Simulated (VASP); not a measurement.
Here is the system:

```xyz
8
Lattice="5.3625 0.0000 0.0000 0.0000 5.3625 0.0000 0.0000 0.0000 5.4316" Properties=species:S:1:pos:R:3 pbc="T T T"
Zn     0.0000     5.3625     5.4316
Zn     2.6812     2.6812     5.4316
Se     1.3406     1.3406     1.4981
Se     4.0218     4.0218     1.4981
Se     4.0218     1.3406     3.9335
Se     1.3406     4.0218     3.9335
Be     2.6812     0.0000     2.7158
Be     0.0000     2.6812     2.7158
```

Level of theory: PBEsol GGA, VASP's PBE PAW potentials (set 64) (plane waves; VASP). Numerical set-up: 400 eV cut-off, 5×5×5 Γ-centred mesh, tetrahedra with Blöchl corrections, potentials Zn Se Be.

The cores are frozen, which limits the accuracy of field gradients.

Q: Give the principal components of the electric field gradient (V/Å²) and the asymmetry η at each nucleus.

A: 
```
atom   Vxx   Vyy    Vzz     η
----  ----  ----  -----  ----
Zn1    8.7   8.7  -17.3  0.00
Zn2    8.7   8.7  -17.3  0.00
Se3   10.8   6.9  -17.8  0.22
Se4   10.8   6.9  -17.8  0.22
Se5   10.8   6.9  -17.8  0.22
Se6   10.8   6.9  -17.8  0.22
Be7   -0.6  -0.6    1.2  0.00
Be8   -0.6  -0.6    1.2  0.00
```

The structure was generated: Be2Zn2Se4 was put into an ordered model structure (P-4m2), which need not be its known phase. It was relaxed first.
